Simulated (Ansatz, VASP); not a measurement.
**BiMo in two plane-wave programs**

Aim: how closely do two programs agree when they are given the same cell, functional and k mesh? The cell is invented: As first built, before any earlier steps moved the atoms (in the runner's words): it takes the MoP structure with some of its atoms replaced by other elements, volume scaled by an estimate. It may not be a known or stable phase. The cell is taken from a series of VASP runs on this material, whose earlier steps may have relaxed, scaled or displaced it; both programs get it as it stands.

Method: plane waves, with VASP 6.6.1 beside it; band structure at PBEsol, single point at PBEsol and electric field gradients at PBEsol, in Ansatz 0.2.0.

## (1) Starting point

The structure is hexagonal, space group P-6m2 (No. 187). The conventional cell has a = 3.421 Å, b = 3.421 Å, c = 4.025 Å, α = 90.00°, β = 90.00°, γ = 120.00°. Bi has 6 Mo at 2.82 Å nearest. Nearest to Mo lie 6 Bi at 2.82 Å. As first built, before any earlier steps moved the atoms (in the runner's words): sites of the MoP structure (space group 187) filled with other elements, volume scaled by an estimate. Farther neighbours are not listed.

Structure file:

```xyz
2
Lattice="3.4210 0.0000 0.0000 -1.7105 2.9626 0.0000 0.0000 0.0000 4.0249" Properties=species:S:1:pos:R:3 pbc="T T T"
Bi    0.0000    1.9751    2.0124
Mo    0.0000    0.0000    0.0000
```

## (2) VASP: band structure, PBEsol

With cell and atoms fixed, the geometry can't cause a difference; cores, projectors, grids and the points listed under the comparison can.

Lines of VASP's logs that name or quote its potential files are left out, and so is its time.

INCAR

```
SYSTEM = BiMo
PREC = Accurate
ENCUT = 400
EDIFF = 1E-06
NELM = 100
ISMEAR = -1
SIGMA = 0.05
LREAL = .FALSE.
ALGO = Normal
GGA = PS
LORBIT = 11
LWAVE = .FALSE.
LCHARG = .FALSE.
```

POSCAR

```
BiMo
1.0
    3.4209598355     -0.0000000011      0.0000000000
   -1.7104804261      2.9626387113      0.0000000000
    0.0000000000      0.0000000000      4.0248662668
Bi Mo
1 1
Direct
    0.3333333300      0.6666666700      0.5000000000
    0.0000000000      0.0000000000      0.0000000000
```

KPOINTS

```
Automatic mesh
0
Gamma
8 8 6
0 0 0
```

KPOINTS_OPT

```
Line mode
16
Line-mode
Reciprocal
  0.00000000   0.00000000   0.00000000 GAMMA
  0.50000000   0.00000000   0.00000000 M

  0.50000000   0.00000000   0.00000000 M
  0.33333333   0.33333333   0.00000000 K

  0.33333333   0.33333333   0.00000000 K
  0.00000000   0.00000000   0.00000000 GAMMA

  0.00000000   0.00000000   0.00000000 GAMMA
  0.00000000   0.00000000   0.50000000 A

  0.00000000   0.00000000   0.50000000 A
  0.50000000   0.00000000   0.50000000 L

  0.50000000   0.00000000   0.50000000 L
  0.33333333   0.33333333   0.50000000 H

  0.33333333   0.33333333   0.50000000 H
  0.00000000   0.00000000   0.50000000 A

  0.50000000   0.00000000   0.50000000 L
  0.50000000   0.00000000   0.00000000 M

  0.33333333   0.33333333   0.00000000 K
  0.33333333   0.33333333   0.50000000 H
```

PAW data sets: Bi_d and Mo_sv (PBE family, release 64).

On the command line:

```console
mpirun -np 1 vasp_std
```

Numbers of over 12 decimals in the logs are rounded to 6 here.

Log:

```text
[banner, memory and clock lines left out]
running    1 mpi-ranks, on    1 nodes
 distrk:  each k-point on    1 cores,    1 groups
 distr:  one band on    1 cores,    1 groups

 POSCAR found type information on POSCAR BiMo
 POSCAR found :  2 types and       2 ions
|                                                                             |
|               ----> ADVICE to this user running VASP <----                  |
|                                                                             |
|     You enforced a specific xc type in the INCAR file but a different       |
|     [... a line on the potential file left out ...]
|     I HOPE YOU KNOW WHAT YOU ARE DOING!                                     |
|                                                                             |

 LDA part: xc-table for (Slater+PW92), standard interpolation
 POSCAR, INCAR and KPOINTS ok, starting setup
 FFT: planning ... GRIDC
 FFT: planning ... GRID_SOFT
 FFT: planning ... GRID
 WAVECAR not read
 entering main loop
       N       E                     dE             d eps       ncg     rms          rms(c)
DAV:   1     0.265778100590E+03    0.26578E+03   -0.13859E+04  1442   0.167E+03
DAV:   2     0.151574366914E+01   -0.26426E+03   -0.25937E+03  1468   0.465E+02
DAV:   3    -0.146733258746E+02   -0.16189E+02   -0.15630E+02  1876   0.120E+02
DAV:   4    -0.151405985721E+02   -0.46727E+00   -0.46059E+00  1696   0.181E+01
DAV:   5    -0.151526491213E+02   -0.12051E-01   -0.12027E-01  1848   0.302E+00    0.108E+01
DAV:   6    -0.147120387796E+02    0.44061E+00   -0.25453E+00  1548   0.110E+01    0.257E+00
DAV:   7    -0.146364526378E+02    0.75586E-01   -0.32673E-01  1684   0.528E+00    0.221E+00
DAV:   8    -0.146152920847E+02    0.21161E-01   -0.72297E-02  1574   0.244E+00    0.288E-01
DAV:   9    -0.146145300443E+02    0.76204E-03   -0.33405E-03  1690   0.634E-01    0.744E-02
DAV:  10    -0.146144842162E+02    0.45828E-04   -0.25309E-04  1932   0.197E-01    0.265E-02
DAV:  11    -0.146144806432E+02    0.35730E-05   -0.16328E-05  1752   0.449E-02    0.585E-03
DAV:  12    -0.146144798456E+02    0.79762E-06   -0.45226E-06  1496   0.237E-02
   1 F= -.14614480E+02 E0= -.14601723E+02  d E =-.255141E-01
 Start KPOINTS_OPT (optional k-point list driver)
k-point batch [1-40\144]
       N       E                     dE             ncg
DAV:   1    -0.297436334772E+03   -0.28169E+05     1448
DAV:   2    -0.108703533312E+05   -0.10573E+05     1480
DAV:   3    -0.115008112753E+05   -0.63046E+03     1814
DAV:   4    -0.115178878583E+05   -0.17077E+02     1712
DAV:   5    -0.115183583110E+05   -0.47045E+00     1796
DAV:   6    -0.115183777166E+05   -0.19406E-01     2004
DAV:   7    -0.115183780320E+05   -0.31538E-03     1822
DAV:   8    -0.115183780366E+05   -0.46693E-05     1438
DAV:   9    -0.115183780369E+05   -0.22997E-06      956
[...]
k-point batch [121-144\144]
       N       E                     dE             ncg
DAV:   1     0.126429008786E+05   -0.24174E+05      864
DAV:   2     0.646484347140E+04   -0.61781E+04      888
DAV:   3     0.610776842741E+04   -0.35708E+03     1100
DAV:   4     0.609811437206E+04   -0.96541E+01     1098
DAV:   5     0.609789408543E+04   -0.22029E+00     1156
DAV:   6     0.609788753654E+04   -0.65489E-02     1160
DAV:   7     0.609788741476E+04   -0.12178E-03     1174
DAV:   8     0.609788741166E+04   -0.30985E-05      844
DAV:   9     0.609788741149E+04   -0.16289E-06      692
```

OUTCAR, selected parts (step 2):

```text
ion  position               nearest neighbor table
   1  0.333  0.667  0.500-   2 2.82   2 2.82   2 2.82   2 2.82   2 2.82   2 2.82
   2  0.000  0.000  0.000-   1 2.82   1 2.82   1 2.82   1 2.82   1 2.82   1 2.82

  LATTYP: Found a hexagonal cell.
 ALAT       =     3.4209598355
 C/A-ratio  =     1.1765312837

 Subroutine GETGRP returns: Found 12 space group operations
 (whereof 12 operations were pure point group operations)

The static configuration has the point symmetry D_3h.

 Found     40 irreducible k-points:

   k-points           NKPTS =     40   k-points in BZ     NKDIM =     40   number of bands    NBANDS=     18

   dimension x,y,z NGX =    24 NGY =   24 NGZ =   28
   dimension x,y,z NGXF=    48 NGYF=   48 NGZF=   56

   ENCUT  =  400.0 eV  29.40 Ry    5.42 a.u.   5.58  5.58  6.56*2*pi/ulx,y,z

   NELECT =      29.0000    total number of electrons

 k-points in reciprocal lattice and weights: Automatic mesh
   0.00000000  0.00000000  0.00000000       0.003
   0.12500000  0.00000000  0.00000000       0.016
   0.25000000  0.00000000  0.00000000       0.016
   0.37500000  0.00000000  0.00000000       0.016
   0.50000000  0.00000000  0.00000000       0.008
   0.12500000  0.12500000  0.00000000       0.016
   0.25000000  0.12500000  0.00000000       0.031
   0.37500000  0.12500000  0.00000000       0.031
   0.25000000  0.25000000  0.00000000       0.016
[...]
0.25000000  0.25000000  0.50000000       0.016
   0.37500000  0.25000000  0.50000000       0.016

 average (electrostatic) potential at core
       1 -99.5464       2 -70.1593

 E-fermi :  11.2145

 k-point     1 :       0.0000    0.0000    0.0000
  band No.  band energies     occupation
    ...
     12       9.4001      2.00000
     13       9.6435      2.00000
     14       9.6435      2.00000
     15      11.2388      0.76150
     16      11.2388      0.76149
     17      15.4621      0.00000
     18      16.7701      0.00000

 k-point     2 :       0.1250    0.0000    0.0000
  band No.  band energies     occupation
    ...
     11       8.4163      2.00000
     12       8.8837      2.00000
     13       9.1809      2.00000
     14       9.8633      2.00000
     15      11.2100      1.04496
     16      12.0703      0.00000
     17      14.0539      0.00000
     18      15.9137      0.00000

 k-point     3 :       0.2500    0.0000    0.0000
  band No.  band energies     occupation
    ...
     11       7.6796      2.00000
     12       8.2291      2.00000
     13       8.9297      2.00000
     14      10.4641      2.00000
     15      11.1423      1.61820
     16      12.4668      0.00000
     17      13.5647      0.00000
     18      14.4844      0.00000

  Total        0.0836057      0.0836057     -0.0762072     -0.0000000     -0.0000000      0.0000000
  in kB        3.2837350      3.2837363     -2.9931486     -0.0000006     -0.0000000      0.0000000
  external PRESSURE =       1.1914409 kB  Pullay stress =       0.0000000 kB

  energy-cutoff  :      400.00
  volume of cell :       40.79
      direct lattice vectors                 reciprocal lattice vectors
     3.420959836 -0.000000001  0.000000000     0.292315621  0.168768519  0.000000000
    -1.710480426  2.962638711  0.000000000     0.000000000  0.337536938  0.000000000
     0.000000000  0.000000000  4.024866267     0.000000000  0.000000000  0.248455460

 POSITION                                       TOTAL-FORCE (eV/Angst)
 -----------------------------------------------------------------------------------
     -0.00000      1.97509      2.01243        -0.000000      0.000000      0.000000
      0.00000      0.00000      0.00000         0.000000     -0.000000      0.000000
 -----------------------------------------------------------------------------------
    total drift:                                0.000017     -0.000005     -0.000000

  FREE ENERGIE OF THE ION-ELECTRON SYSTEM (eV)
  ---------------------------------------------------
  free  energy   TOTEN  =       -14.6144798456 eV

  energy  without entropy=      -14.5889657419  energy(sigma->0) =      -14.60172279

 total charge
# of ion       s       p       d       tot
------------------------------------------
    1        1.422   1.636   9.993  13.050
    2        2.228   6.099   4.067  12.393
--------------------------------------------------
tot          3.650   7.735  14.059  25.444

[... 3 further parts left out ...]
```

This run has no spin polarisation. Its electron count is odd, so without a moment it is a metal by construction. The k-mesh is coarse for a metal. Spin-orbit coupling is off here; with elements this heavy it splits and shifts levels by tenths of an eV or more. The PAW data sets were made with PBE, which is usual practice but a small mismatch for other functionals.

## (3) Ansatz: band structure, PBEsol

Ansatz runs on its default PAW (the set named soft_2) files.

The same cell, functional, mesh and smearing now go to Ansatz, which takes its cutoff from its data sets.

input.yaml

```yaml
crystal:
  lattice:
    - [3.4209598355, -1.1e-09, 0.0]
    - [-1.7104804261, 2.9626387113, 0.0]
    - [0.0, 0.0, 4.0248662668]
  atoms:
    - { symbol: Bi, position: [0.33333333, 0.66666667, 0.5] }
    - { symbol: Mo, position: [0.0, 0.0, 0.0] }
hamiltonian:
  xc: pbesol
  pseudopotentials: { kind: paw }
kpoints:
  mp_grid: { grid: [8, 8, 6] }
  band_path:
    path:
      - [0.0, 0.0, 0.0]
      - [0.13333, 0.0, 0.0]
      - [0.3, 0.0, 0.0]
      - [0.46667, 0.0, 0.0]
      - [0.46667, 0.06667, 0.0]
      - [0.41111, 0.17778, 0.0]
      - [0.35556, 0.28889, 0.0]
      - [0.28889, 0.28889, 0.0]
      - [0.17778, 0.17778, 0.0]
      - [0.06667, 0.06667, 0.0]
      - [0.0, 0.0, 0.03333]
      - [0.0, 0.0, 0.2]
      - [0.0, 0.0, 0.36667]
      - [0.0, 0.0, 0.5]
      - [0.16667, 0.0, 0.5]
      - [0.3, 0.0, 0.5]
      - [0.46667, 0.0, 0.5]
      - [0.46667, 0.06667, 0.5]
      - [0.41111, 0.17778, 0.5]
      - [0.35556, 0.28889, 0.5]
      - [0.28889, 0.28889, 0.5]
      - [0.17778, 0.17778, 0.5]
      - [0.06667, 0.06667, 0.5]
      - [0.5, 0.0, 0.46667]
      - [0.5, 0.0, 0.3]
      - [0.5, 0.0, 0.13333]
      - [0.33333, 0.33333, 0.0]
      - [0.33333, 0.33333, 0.16667]
      - [0.33333, 0.33333, 0.33333]
      - [0.33333, 0.33333, 0.5]
    npoints: 1
scf:
  occupations: { method: fermi_dirac, width: 0.05 }
  n_extra_bands: 7
output:
  forces: true
  stress: true
  eigenvalues: true
  write_density: true
  write_potential: true
  elf: true
  volumetric_format: npy
```

On the command line:

```console
ansatz run input.yaml --threads 2 --pin off --max-ram 4608MiB --backend cpu --events-out ev --progress --plain --runs-dir out
```

Log:

```text
Warning: the atoms were moved onto the symmetric positions of the space group found under crystal.symmetry.tolerance 1.0e-5 (fractional; no operation is sought that the atoms, as they stand in a round, miss by more than twice it, and no atom is moved by as much as it), and the run uses the moved positions. Before a round's move an operation carried an atom to 1.71e-8 Å from where it should land, the largest such dist [...]
scf.n_extra_bands = 7 over 15 filled bands (N_el = 29.0): the run solves 22 bands
Engine: ansatz 0.2.0, aarch64-unknown-linux-gnu
Pseudopotentials: kind: paw
Pseudopotential: Bi, paw, valence charge 15, recommended cutoff 420 eV (normal), Bi.paw.azcp
Pseudopotential: Mo, paw, valence charge 14, recommended cutoff 420 eV (normal), Mo.paw.azcp
Functional definition: PBEsol
  exchange = pbesol_x
  correlation = pbesol_c
Crystal: 2 atoms, lattice volume = 40.792 Å³
Basis set: ecut = 420 eV, 793 PW (Γ), exchange–correlation on 48×48×54 points (8 copies of the dense FFT grid, shifted against one another)
Bands: 22, of which v1, the nominal top of the filled ones, is band 15 counted from 1 (14 counted from 0)
Symmetry: 12 space group operations
Space group: P-6m2 (ITA 187), of the structure as read, at distance tolerance 3.4e-5 Å
k-points: 40 of 384 (time reversal used)
Non-local potential: Bi, projectors of the file, l = 0: 2, l = 1: 2, l = 2: 2, l = 3: 2
Non-local potential: Mo, projectors of the file, l = 0: 3, l = 1: 2, l = 2: 2, l = 3: 1
PAW form: soft (Blöchl's): semilocal exchange-correlation on the pseudo side does not see the compensation charge
PAW frozen core: Bi, regenerated for the run's functional, and the local potential with it (the file was generated under x = pbe(κ = 0.804, μ = 0.219515), c = pbe(β = 0.066725))
PAW frozen core: Mo, regenerated for the run's functional, and the local potential with it (the file was generated under x = pbe(κ = 0.804, μ = 0.219515), c = pbe(β = 0.066725))
PAW one-centre angular grid: Bi, 590 points (default); XC on 64 Gauss nodes
PAW one-centre angular grid: Mo, 590 points (default); XC on 64 Gauss nodes
Initial density: superposition of atomic densities (neutral atoms: chi_scale 0, normalization atom), corrected by the library's trained network
Initial wavefunctions: pseudopotential atomic-orbital guess
Functional: x = pbesol(κ = 0.804, μ = 0.123457), c = pbesol(β = 0.046)
SCF iter   1: F=—  HF=-17138.011981 eV  |F-HF|=—  |Δ(HF+E_count)|=         —  Δρ=7.27e-3  dr2=1.56e-2  ethr=1.77e-3  ⟨swp⟩=5.8  Hψ=4296  notcnv=0  defer=4
preconditioner: auto → none  [metal: Δε(μ)=0.011 eV  Ē_g=18.897 eV  σ=0.050 eV  W_gap=0.05  n_scr=8 (ndim 8)  ℏωp=26.6 eV  f_vac=0.000  D(μ)=3.18/eV (n_scr^D=28)  sad-step TF]
SCF iter   2: F=—  HF=-17138.010708 eV  |F-HF|=—  |Δ(HF+E_count)|=   1.27e-3  Δρ=4.35e-3  dr2=7.14e-3  ethr=5.39e-5  ⟨swp⟩=1.4  Hψ=1248  notcnv=0  defer=40
SCF iter   3: F=—  HF=-17138.009477 eV  |F-HF|=—  |Δ(HF+E_count)|=   1.23e-3  Δρ=6.60e-4  dr2=1.41e-4  ethr=2.46e-5  ⟨swp⟩=1.6  Hψ=865  notcnv=0  defer=40
SCF iter   4: F=—  HF=-17138.009440 eV  |F-HF|=—  |Δ(HF+E_count)|=   3.68e-5  Δρ=1.69e-4  dr2=8.45e-6  ethr=4.86e-7  ⟨swp⟩=2.2  Hψ=1311  notcnv=0  defer=40
SCF iter   5: F=—  HF=-17138.009483 eV  |F-HF|=—  |Δ(HF+E_count)|=   4.23e-5  Δρ=3.72e-5  dr2=6.85e-7  ethr=2.91e-8  ⟨swp⟩=2.2  Hψ=1108  notcnv=0  defer=40
SCF iter   6: F=-17138.009483 eV  HF=-17138.009483 eV  |F-HF|=3.91e-9  |Δ(HF+E_count)|=   1.23e-7  Δρ=8.14e-6  dr2=9.73e-9  ethr=3.45e-10  ⟨swp⟩=13.6  Hψ=6388  notcnv=0
SCF 1 converged in 6 iterations: F = -17138.009483 eV  dr2 = 9.73e-9
  Residual-converged pass: ⟨swp⟩=1.0  Hψ=1040  notcnv=0  max |occ|·‖R‖ = 7.0e-9 eV (tolerance 1.0e-8 eV)  dr2=9.73e-9  dr2_onsite=9.72e-10  max |Δocc| = 2.0e-10
  greatest PAW one-centre occupation: 0.999 electrons in one spin orbital (limit 2), on the Mo atom at site 1 (counted from 0), in its partial waves of l = 0
NSCF: frozen V_eff on 30 k-points
SCF converged after 6 iterations
Free energy (F): -17138.009483 eV
Harris-Foulkes:  -17138.009483 eV  (|F-HF|=3.91e-9)
Internal energy: -17137.984025 eV  (E = F + TS)
E sigma→0 (E₀):  -17137.996754 eV
Entropy (-TS):   -0.025458 eV (-12.729 meV/atom)
Fermi energy:    17.398585 eV
--- Per-component energies (eV) ---
  E_band       = -104.090889
  E_kinetic    = 748.149672
  E_local      = -2120.326653  (includes V_loc(G=0)·N_el)
  E_nonlocal   = 709.531593
  E_hartree    = 683.234571
  E_xc         = -331.923095
  E_vxc        = -372.002723  (∫ρ·V_xc dr)
  E_paw        = -13656.416842  (= ΣΔE_a)
  E_vpaw       = -435.912913  (= ΣTr[D̂ρ^β])
  E_aug_tail   = -0.000437  (compensation charges beyond the density's cutoff)
  E_ewald      = -3170.531885
  E_core_change = 0.299052  (= ΣΔE_core)
  E_smearing   = -0.025458  (= −TS)
  E_closure    = 0.000000  (closes the sum)
  Σ components = -17138.009483   (vs F -17138.009483, Δ=0.00e0)
--- Forces (eV/Å), atoms counted from 1 ---
  atom   1  Bi     0.00000000     0.00000000     0.00000000
  atom   2  Mo     0.00000000    -0.00000000    -0.00000000
  max |Σ_I F_I| component: 5.55e-17 eV/Å
--- Stress (GPa, compression-positive) ---
        0.518336       0.000000       0.000000
        0.000000       0.518336      -0.000000
        0.000000      -0.000000      -0.179322
  P = ⅓ Tr σ = 0.2858 GPa (2.858 kbar)
--- Band table (eV; the first three rows and the last of 40) ---
  k-point 0: bands = [... 11 lower, 15.5812, 15.8286, 15.8286, 17.4206, 17.4206, 21.6570, 22.9580, 22.9580, ... 3 higher]
  k-point 1: bands = [... 11 lower, 15.9315, 15.9429, 15.9429, 17.2978, 17.2978, 22.9414, 22.9414, 23.0991, ... 3 higher]
  k-point 2: bands = [... 11 lower, 16.2435, 16.2435, 16.3124, 17.0033, 17.0033, 22.7613, 22.7613, 25.0357, ... 3 higher]
  k-point 39: bands = [... 11 lower, 13.3091, 14.2682, 16.0211, 17.5172, 19.1279, 20.1286, 20.7319, 21.0223, ... 3 higher]
```

It took 5 s on 2 threads of Arm Neoverse N1, shared host; peak memory 0.34 GiB.

In the SCF lines HF is the Harris–Foulkes energy and dr2 the Hartree energy of the density residual, in eV; the loop may stop once dr2 is under the threshold and the program's other checks hold. Hψ counts applications of the Hamiltonian.

## (4) Side by side

Known differences besides the potentials themselves: the cutoff is 420 eV in Ansatz and 400 eV in VASP; Ansatz makes its cores anew for this functional, VASP keeps those of its PBE data sets; VASP leaves aspherical gradient terms in its spheres out (LASPH is not set), Ansatz keeps them. Total energies have different zeros and are not compared.

Both answers:

| quantity | Ansatz | VASP | difference |
| --- | --- | --- | --- |
| pressure (GPa) | 0.29 | 0.12 | +0.17 |

Levels from 3 eV below to 2 eV above the Fermi level differ by 2 meV r.m.s. and 5 meV at most; each VASP level is matched to the nearest of Ansatz, which flatters the figure a little. Ansatz's pressure holds a Pulay correction of 0.04 GPa; VASP's holds none.

[end of part 1 of 2]

[Lines on the potential files, build, host, timing and source positions are cut from VASP's logs without a mark.]

[Logs are printed without paths, hosts, clocks, repeated set-up lines and the standing remarks that a program may print on its own settings, such as how far it seeks lower states.]

[Hosts, paths, dates, database ids (printed as entryN), source tags and the programs' standing remarks are cut or masked in the printed files.]
